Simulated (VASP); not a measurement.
Input of a VASP 6.6.1 run:

File INCAR:

```
ALGO     = Normal         # electronic algorithm
EDIFF    = 1E-6           # SCF threshold, eV
EDIFFG   = -0.01          # ionic threshold
ENCUT    = 600            # plane-wave cutoff, eV
GGA      = PS             # functional
IBRION   = 2              # ionic algorithm
ISIF     = 3              # what is computed and relaxed
ISMEAR   = 0              # smearing method
LASPH    = T              # aspherical terms in the spheres
LCHARG   = F              # write CHGCAR
LREAL    = F              # projectors in reciprocal space
LWAVE    = F              # write WAVECAR
NELM     = 80             # most SCF steps
NSW      = 90             # ionic steps
PREC     = Accurate       # precision mode
SIGMA    = 0.03           # smearing width, eV
```

File KPOINTS:

```
k-points
0
Gamma
  8 8 8
```

File POSCAR:

```
KMgF3
1.0
    3.9859000000      0.0000000000      0.0000000000
    0.0000000000      3.9859000000      0.0000000000
    0.0000000000      0.0000000000      3.9859000000
K Mg F
1 1 3
Direct
    0.5000000000      0.5000000000      0.5000000000
    0.0000000000      0.0000000000      0.0000000000
    0.5000000000      0.0000000000      0.0000000000
    0.0000000000      0.5000000000      0.0000000000
    0.0000000000      0.0000000000      0.5000000000
```

Potentials or basis: VASP PAW PBE potentials, release 64 (K_sv, Mg, F).

Launch:

```console
$ cat potpaw_PBE.64/K_sv/POTCAR potpaw_PBE.64/Mg/POTCAR potpaw_PBE.64/F/POTCAR > POTCAR
$ mpirun -np 1 vasp_std > vasp.out
```

(1) Predict the relaxed volume.

(2) What does it give for the relaxed cell?

(3) What does it give for the band gap on the k mesh?

Answers

(1) 12.64 Å³/atom.

(2) a = 3.983 Å, b = 3.983 Å, c = 3.983 Å, α = 90.00°, β = 90.00°, γ = 90.00°.

(3) 7.14 eV, indirect (least direct gap 7.46 eV).

Caveat: the PAW data sets were made with another functional, which shifts forces and pressure a little.
